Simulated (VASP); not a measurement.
Energy against volume of Al3Sc (L1_2). Computed with optB88-vdW, VASP's PBE PAW potentials (set 64) (plane waves; VASP). Numerical set-up: 520 eV cut-off, 8×8×8 Γ-centred mesh, first-order Methfessel-Paxton smearing of 0.10 eV, potentials Sc_sv Al.

```json
[
 {"V (Å³/atom)": "16.728", "E (eV/atom)": "-3.03723"},
 {"V (Å³/atom)": "17.245", "E (eV/atom)": "-3.04174"},
 {"V (Å³/atom)": "17.763", "E (eV/atom)": "-3.03809"},
 {"V (Å³/atom)": "18.280", "E (eV/atom)": "-3.02761"}
]
```

Question: Fit these four points and predict the energy of the run at 16.210 Å³/atom.

Answer: A cubic in V^(−2/3), the third-order Birch-Murnaghan form, passes through the four points with V0 = 17.26 Å³/atom and B0 = 84 GPa, and gives -3.0230 eV/atom there. The run gave -3.0230 eV/atom, -0.0 meV/atom from the fit; all five points give B0 = 84 GPa.

The compound is Al3Sc in the L1_2 structure. It was relaxed first.
